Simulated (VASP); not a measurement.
Given:

```
CELL_PARAMETERS angstrom
      0.00000     2.41246     2.41246
      2.41246     0.00000     2.41246
      2.41246     2.41246     0.00000
ATOMIC_POSITIONS crystal
  B  0.00000 0.00000 0.00000
  As 0.25000 0.25000 0.25000
```

Calculation: PBEsol GGA, VASP's PBE PAW potentials (set 64) (plane waves; VASP). Numerical set-up: 520 eV cut-off, 10×10×10 Γ-centred mesh, Gaussian smearing of 0.050 eV, potentials B As.

Problem. Give the stress tensor in GPa (positive for a compressed cell).

Solution. 
```
-3.91   0.00   0.00
 0.00  -3.91   0.00
 0.00   0.00  -3.91
```
The pressure is its mean diagonal, -3.91 GPa.

The compound is BAs in the zinc blende structure. This cell is one point of a volume scan, at 1.03 of the reference volume.
